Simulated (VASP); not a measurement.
MgPd:

```
Mg Pd
1.0
     3.18606    0.00000    0.00000
     0.00000    3.18606    0.00000
     0.00000    0.00000    3.18606
Mg Pd
1 1
Direct
  0.00000 0.00000 0.00000
  0.50000 0.50000 0.50000
```

| Quantity | Value |
| --- | --- |
| Program | VASP 6.6.1 |
| Task | relaxation of cell and atoms |
| Functional | LDA |
| Potentials or basis | VASP PAW LDA potentials, release 64 (Mg, Pd) |
| Cutoff | 600 eV |
| k mesh | 14 × 14 × 14 |
| Occupations | gaussian, width 0.1 eV |
| Spin | no spin polarisation |

At the start: pressure -8.1 GPa; volume 16.17 Å³/atom.

Problem. Where does the relaxation end?

Solution. Over 3 steps the energy falls by 35.3 meV/atom and the volume is 14.89 Å³/atom (-8.0 %); space group Pm-3m (No. 221, to 0.05 Å).

The path:
```tsv
step	energy change (eV)	largest force (eV/Å)	pressure (GPa)	volume (Å³)
1	0.0000	0.0000	-8.11	32.34
2	-0.0540	0.0000	4.95	28.66
3	-0.0705	0.0000	-0.01	29.77
```

Final structure:
```
Mg Pd
1.0
     3.09929    0.00000    0.00000
     0.00000    3.09929    0.00000
     0.00000    0.00000    3.09929
Mg Pd
1 1
Direct
  0.00000 0.00000 0.00000
  0.50000 0.50000 0.50000
```
